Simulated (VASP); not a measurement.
Method: PBE GGA, VASP's PBE PAW potentials (set 64) (plane waves; VASP 6.6.1).

Input for VASP

KPOINTS:
```
Regular mesh
0
Gamma
  7 7 7
```

POSCAR:
```
Li2Se
1
    0.0000000000     3.0000000000     3.0000000000
    3.0000000000     0.0000000000     3.0000000000
    3.0000000000     3.0000000000     0.0000000000
Li Se
2 1
Direct
  0.2500000000   0.2500000000   0.2500000000
  0.7500000000   0.7500000000   0.7500000000
  0.0000000000   0.0000000000   0.0000000000
```

### INCAR
```
ALGO  =  Normal
AMIX  =  1.0
BMIX  =  1.0
EDIFF  =  1E-6
ENCUT  =  520
GGA  =  PE
IMIX  =  1
ISIF  =  2
ISMEAR  =  0
LASPH  =  .TRUE.
LCHARG  =  .FALSE.
LMAXMIX  =  4
LREAL  =  .FALSE.
LWAVE  =  .FALSE.
NELM  =  100
PREC  =  Accurate
SIGMA  =  0.05
SYSTEM  =  Li2Se
```

POTCAR, in this order: Li_sv Se (PBE.64 set). Program: vasp_std.

What does the run give for the energy per atom (σ→0)?

```json
{
 "energy per atom (σ→0)": "-3.711 eV/atom"
}
```

### OSZICAR
```
...
DAV:  12    -0.111329667372E+02    0.25224E-03   -0.39412E-03   440   0.273E-01    0.564E-02
DAV:  13    -0.111328690911E+02    0.97646E-04   -0.13623E-03   426   0.167E-01    0.331E-02
DAV:  14    -0.111328428300E+02    0.26261E-04   -0.45771E-04   422   0.939E-02    0.191E-02
DAV:  15    -0.111328296212E+02    0.13209E-04   -0.15691E-04   428   0.567E-02    0.112E-02
DAV:  16    -0.111328276387E+02    0.19824E-05   -0.52655E-05   430   0.320E-02    0.650E-03
DAV:  17    -0.111328254908E+02    0.21480E-05   -0.17990E-05   430   0.192E-02    0.381E-03
DAV:  18    -0.111328256168E+02   -0.12597E-06   -0.60261E-06   408   0.108E-02
   1 F= -.11132826E+02 E0= -.11132826E+02  d E =-.402941E-14
```

The compound is Li2Se in the antifluorite structure. The cell was not relaxed at this level. The run is one of a series of settings (AMIX = 1.0, BMIX = 1.0, IMIX = 1 against the base run), some of them coarse on purpose.
